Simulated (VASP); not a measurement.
Write the native input for VASP 6.6.1 that does the following.

- Task: single point
- Functional: PBE
- Potentials or basis: VASP PAW PBE potentials, release 64 (La, Mg, Na_pv)
- Cutoff: 520 eV
- k mesh: 5 × 5 × 5
- Occupations: fermi-dirac, width 0.05 eV
- Spin: no spin polarisation
- Further INCAR settings: ALGO = Normal; EDIFF = 1e-07; NBANDS = 25

The structure of NaLaMg6 lies in POSCAR:

```
NaLaMg6
1.0
    5.3191620000      0.0000000000      0.0000000000
    0.0000000000      3.3877445000      5.9220290000
    0.0000000000     -3.3877445000      5.9220290000
La Mg Na
1 6 1
Direct
    0.0000000000      0.8357940000      0.8357940000
    0.5000000000      0.1668450000      0.1668450000
    0.5000000000      0.1745170000      0.6643510000
    0.5000000000      0.6643510000      0.1745170000
    0.0000000000      0.3376000000      0.3376000000
    0.0000000000      0.3312020000      0.8301180000
    0.0000000000      0.8301180000      0.3312020000
    0.5000000000      0.6595720000      0.6595720000
```

The cell comes from a database or a generator and needn't be the stable form of this composition.

One way to write it, as run:

INCAR

```
  PREC = Accurate
  ENCUT = 520
  EDIFF = 1E-7
  ISMEAR = -1
  SIGMA = 0.05
  LREAL = F
  LASPH = T
  NELM = 100
  ALGO = Normal
  ISIF = 2
  LWAVE = F
  LCHARG = F
  GGA = PE
  NBANDS = 25
```

KPOINTS

```
regular mesh
0
Gamma
  5 5 5
```

Potentials or basis: VASP PAW PBE potentials, release 64 (La, Mg, Na_pv).

Launch:

```sh
$ cat potpaw_PBE.64/La/POTCAR potpaw_PBE.64/Mg/POTCAR potpaw_PBE.64/Na_pv/POTCAR > POTCAR
$ mpirun -np 1 vasp_std > vasp.out
```

It gave:

| Quantity | Value |
| --- | --- |
| Pressure | 0.0 GPa |
| Largest force | 0.092 eV/Å |
| Band gap on the k mesh | none (metal or under the smearing width) |

Wall time 2.7 min on 1 thread of Intel(R) Xeon(R) 6975P-C (Granite Rapids), on a shared host, peak memory 0.44 GiB.
